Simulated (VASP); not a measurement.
These are r2SCAN meta-GGA, VASP's PBE PAW potentials (set 64) (plane waves; VASP) values and carry that method's errors.

A VASP calculation is set up with these files.

**INCAR**
```
NELM = 100   ! most electronic steps
LASPH = .TRUE.   ! aspherical one-centre terms
ISMEAR = 0
LMIXTAU = .TRUE.
SYSTEM = BN
METAGGA = R2SCAN
PREC = Accurate
SIGMA = 0.01
LOPTICS = .TRUE.
EDIFF = 1E-7   ! SCF stop (eV)
ENCUT = 520   ! plane-wave cut-off (eV)
NBANDS = 24
CSHIFT = 0.1
NEDOS = 1001   ! DOS grid
LWAVE = .FALSE.
LPEAD = .TRUE.
LCHARG = .FALSE.
LREAL = .FALSE.
ALGO = Normal   ! blocked Davidson
```

POSCAR:
```
BN
2.5549790
  0.4999764396   0.2886613816   0.8165158525
 -0.4999764396   0.2886613816   0.8165158525
  0.0000000000  -0.5773231684   0.8165158527
B N
1 1
direct
  0.8750023379   0.8750023379   0.8750023383
  0.1249976621   0.1249976621   0.1249976617
```

File KPOINTS:
```
K-points
0
gamma
 16 16 16
0 0 0
```

POTCAR, in this order: B N (PBE.64 set). Program: vasp_std.

Problem. Predict the energy per atom (σ→0), band gap (on the k-mesh).

Solution. 
```
Item                              Result
------------------------  --------------
energy per atom (σ→0)     -9.586 eV/atom
band gap (on the k-mesh)         4.98 eV
```

### OSZICAR
```
...
DAV:  12    -0.191717738978E+02   -0.47863E-02   -0.14940E-03 20280   0.188E-01    0.134E-02
DAV:  13    -0.191717213732E+02    0.52525E-04   -0.28473E-05 25696   0.256E-02    0.716E-03
DAV:  14    -0.191717441771E+02   -0.22804E-04   -0.26955E-06 21216   0.800E-03    0.583E-03
DAV:  15    -0.191717527638E+02   -0.85868E-05   -0.20398E-06 22936   0.708E-03    0.220E-04
DAV:  16    -0.191717529538E+02   -0.18995E-06   -0.14757E-07 24184   0.225E-03    0.389E-04
DAV:  17    -0.191717529720E+02   -0.18203E-07   -0.65962E-09 16112   0.404E-04
   1 F= -.19171753E+02 E0= -.19171753E+02  d E =-.232766E-12
 imaginary and real dielectric function
```

The structure was generated: BN was put into the alpha-GeTe type (R3m), which need not be its known phase. It was relaxed first, which changed the volume by +7 %. The relaxed cell has space group F-43m.
